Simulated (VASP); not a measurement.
Ag2S (space group P2_1/m): computed properties

Computed with LDA (Ceperley-Alder, Perdew-Zunger), VASP's LDA PAW potentials (set 64) (plane waves; VASP).

```
Quantity                                                                                                   Result
---------------------------------------------  ------------------------------------------------------------------
space group                                                                                           P2_1/m (11)
cell                                           a = 4.101 Å, b = 6.970 Å, c = 4.104 Å, α = γ = 90.00°, β = 111.09°
volume per atom                                                                                    18.24 Å^3/atom
band gap (over mesh and band path)                                                                        0.64 eV
smallest direct gap (over mesh and band path)                                                             0.82 eV
band-edge character                                                                             indirect, Y2 to Γ
density                                                                                                7.52 g/cm³
```

```yaml
crystal:
  lattice:
    - [4.10128, 0.00000, 0.02692]
    - [0.00000, 6.96972, 0.00000]
    - [-1.50228, 0.00000, 3.81946]
  atoms:
    - { symbol: Ag, position: [0.11955, 0.25000, 0.87282] }
    - { symbol: Ag, position: [0.88045, 0.75000, 0.12718] }
    - { symbol: Ag, position: [0.50000, 0.00000, 0.50000] }
    - { symbol: Ag, position: [0.50000, 0.50000, 0.50000] }
    - { symbol: S, position: [0.73478, 0.25000, 0.25646] }
    - { symbol: S, position: [0.26522, 0.75000, 0.74354] }
```

The structure comes from a computed database's Ag2S entry (P2_1/m); how it stands against other phases isn't given here. It was relaxed first, which changed the volume by -11 %. Symmetry was kept, so distortions that lower it aren't found.
